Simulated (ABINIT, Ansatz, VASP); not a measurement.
# Code comparison for Cs (Im-3m, 1 atom in the cell)

Self-consistent single point.

```
Cs
1.0
   -3.05549     3.05549     3.05549
    3.05549    -3.05549     3.05549
    3.05549     3.05549    -3.05549
Cs
1
Cartesian
  0.00000   0.00000   0.00000
```

Shared settings, as Ansatz (a first-principles code) writes them: kpoints.mp_grid.grid = 5 5 5; scf.occupations.method = fermi_dirac; scf.occupations.width = 0.136 eV. Potentials and cutoffs stand in the table.

```json
[
 {"code": "VASP", "model": "LDA (PZ), VASP's LDA PAW potentials (set 64)", "pressure (GPa)": "-0.36", "cutoff": "300 eV"},
 {"code": "ABINIT", "model": "LDA (PW92), PAW (JTH v2.0 LDA PAW)", "pressure (GPa)": "-0.49", "cutoff": "571 eV"},
 {"code": "Ansatz", "model": "LDA (PW92), default PAW files made with PBE", "pressure (GPa)": "-0.33", "cutoff": "420 eV"}
]
```

The spread over the programs that give each value: pressure within 0.16 GPa.

Ansatz's pressure is given at a fixed set of plane waves, as the other plane-wave codes print theirs. The same LDA comes in different parametrisations, which differ slightly.

VASP's run is marked for a possible Pulay error in its stress at this cutoff; no cutoff test was made.

The starting cell has typed, rounded lattice constants, without a prior relaxation at this level. Its lattice was rescaled by a random factor within 2.5 % of one.

Left out of this page: GPAW, CP2K, Elk, FLEUR and SIESTA (not drawn, or without a comparable value).

Keys are those of Ansatz 0.2.
